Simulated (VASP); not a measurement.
Here is the system:

```
FeB
1.0
    1.30604    -3.62566     0.00000
    1.30604     3.62566     0.00000
    0.00000     0.00000     3.12692
Fe B
2 2
Direct
  0.86020   0.13980   0.75000
  0.13980   0.86020   0.25000
  0.57591   0.42409   0.75000
  0.42409   0.57591   0.25000
```

The numbers are results of LDA (Ceperley-Alder, Perdew-Zunger) with spin-orbit coupling, VASP's LDA PAW potentials (set 64) (plane waves; VASP), not measurements. Settings: 520 eV cut-off, 11×11×9 Γ-centred mesh, Gaussian smearing of 0.050 eV, potentials Fe B.

Q: Give the energies of bands 15 to 28 at the high-symmetry points, in eV from the Fermi level.

A: 
```json
[
 {"band": "15", "Γ": "-1.57", "Y": "-1.53", "C0": "-1.62", "Z": "-3.08", "A0": "-3.09", "T": "-2.10", "S": "-2.11", "R": "-3.07"},
 {"band": "16", "Γ": "-1.57", "Y": "-1.53", "C0": "-1.62", "Z": "-3.08", "A0": "-3.09", "T": "-2.10", "S": "-2.11", "R": "-3.07"},
 {"band": "17", "Γ": "-1.23", "Y": "-1.36", "C0": "-1.54", "Z": "-0.77", "A0": "-0.48", "T": "-1.07", "S": "-1.40", "R": "-0.36"},
 {"band": "18", "Γ": "-1.23", "Y": "-1.36", "C0": "-1.54", "Z": "-0.77", "A0": "-0.48", "T": "-1.07", "S": "-1.40", "R": "-0.36"},
 {"band": "19", "Γ": "-0.95", "Y": "-1.12", "C0": "-1.44", "Z": "-0.77", "A0": "-0.48", "T": "-1.07", "S": "-0.41", "R": "-0.36"},
 {"band": "20", "Γ": "-0.95", "Y": "-1.12", "C0": "-1.44", "Z": "-0.77", "A0": "-0.48", "T": "-1.07", "S": "-0.41", "R": "-0.36"},
 {"band": "21", "Γ": "-0.57", "Y": "-0.14", "C0": "0.11", "Z": "0.07", "A0": "0.14", "T": "-1.01", "S": "0.01", "R": "0.38"},
 {"band": "22", "Γ": "-0.57", "Y": "-0.14", "C0": "0.11", "Z": "0.07", "A0": "0.14", "T": "-1.01", "S": "0.01", "R": "0.38"},
 {"band": "23", "Γ": "0.14", "Y": "-0.03", "C0": "0.37", "Z": "0.07", "A0": "0.15", "T": "-1.01", "S": "0.63", "R": "0.38"},
 {"band": "24", "Γ": "0.14", "Y": "-0.03", "C0": "0.37", "Z": "0.07", "A0": "0.15", "T": "-1.01", "S": "0.63", "R": "0.38"},
 {"band": "25", "Γ": "0.31", "Y": "2.29", "C0": "0.83", "Z": "2.08", "A0": "1.86", "T": "0.86", "S": "0.78", "R": "2.18"},
 {"band": "26", "Γ": "0.31", "Y": "2.29", "C0": "0.83", "Z": "2.08", "A0": "1.86", "T": "0.86", "S": "0.78", "R": "2.18"},
 {"band": "27", "Γ": "3.85", "Y": "2.77", "C0": "4.03", "Z": "2.08", "A0": "1.87", "T": "0.86", "S": "3.84", "R": "2.18"},
 {"band": "28", "Γ": "3.85", "Y": "2.77", "C0": "4.03", "Z": "2.08", "A0": "1.87", "T": "0.86", "S": "3.84", "R": "2.18"}
]
```

It has no gap at this level: it comes out as a metal or semimetal.

The structure comes from a computed database's FeB entry (Cmcm); how it stands against other phases isn't given here. It was relaxed first, which changed the volume by -8 %.
